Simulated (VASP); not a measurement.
**Al2GaP3: relaxation of cell and atoms with PBE**

The system is Al2GaP3.

```
CELL_PARAMETERS angstrom
5.62751 0.00000 0.00000
-2.81375 4.87356 0.00000
0.00000 0.00000 4.41615
ATOMIC_POSITIONS crystal
Al 0.33333 0.66667 0.50000
Al 0.66667 0.33333 0.50000
Ga 0.00000 0.00000 0.50000
P 0.50000 0.00000 0.00000
P 0.00000 0.50000 0.00000
P 0.50000 0.50000 0.00000
```

The cell was built by a generator and needn't be a form met in nature.

| Quantity | Value |
| --- | --- |
| Program | VASP 6.6.1 |
| Task | relaxation of cell and atoms |
| Functional | PBE |
| Potentials or basis | VASP PAW PBE potentials, release 64 (Al, Ga_d, P) |
| Cutoff | 520 eV |
| k mesh | 3 × 3 × 3 |
| Occupations | gaussian, width 0.15 eV |
| Spin | no spin polarisation |
| Further INCAR settings | PREC = Normal; ALGO = Fast; EDIFF = 0.0001; IBRION = 2; EDIFFG = -0.08; NSW = 24; ISIF = 3 |

```json
{"Relaxed volume": "18.02 Å³/atom", "Relaxed cell": "a = 5.494 Å, b = 5.494 Å, c = 4.137 Å, α = 90.00°, β = 90.00°, γ = 120.00°", "Space group after relaxing (to 0.05 Å)": "P6/mmm (No. 191)", "Energy gained by relaxing": "56.6 meV/atom", "Ionic steps": "4", "Pressure after relaxing": "0.2 GPa", "Band gap on the k mesh": "none (metal or under the smearing width)"}
```

Stress tensor (GPa, compression positive):
```
 0.62  0.00  0.00
 0.00  0.62  0.00
 0.00  0.00 -0.67
```

Step by step:
```csv
step,energy change (eV),largest force (eV/Å),pressure (GPa),volume (Å³)
1,0.0000,0.0000,-5.88,121.12
2,-0.3392,0.0000,-0.19,108.53
3,-0.3396,0.0000,0.72,107.83
4,-0.3398,0.0000,0.19,108.15
```

Final structure:
```xyz
6
Lattice="5.4941 0.0000 0.0000 -2.7470 4.7580 0.0000 0.0000 0.0000 4.1372" Properties=species:S:1:pos:R:3 pbc="T T T"
Al    0.0000    3.1720    2.0686
Al    2.7470    1.5860    2.0686
Ga    0.0000    0.0000    2.0686
P     2.7470    0.0000    0.0000
P    -1.3735    2.3790    0.0000
P     1.3735    2.3790    0.0000
```

Levels at points of the mesh, in eV from the Fermi level:
```
           k point  band 14  band 15  band 16  band 17  band 18  band 19  band 20  band 21
(0.00, 0.00, 0.00)    -2.23    -1.39    -1.39     0.79     1.71     1.71     2.06     2.06
```

Wall time 22 s on 1 thread of Intel(R) Xeon(R) Platinum 8488C (Sapphire Rapids), with other jobs on the host, peak memory 0.18 GiB.

Caveat: the k mesh is coarse (spacing up to 0.47 Å⁻¹), so the values aren't converged; the relaxation stopped at a loose force limit of 0.08 eV/Å, so its end isn't a converged minimum.
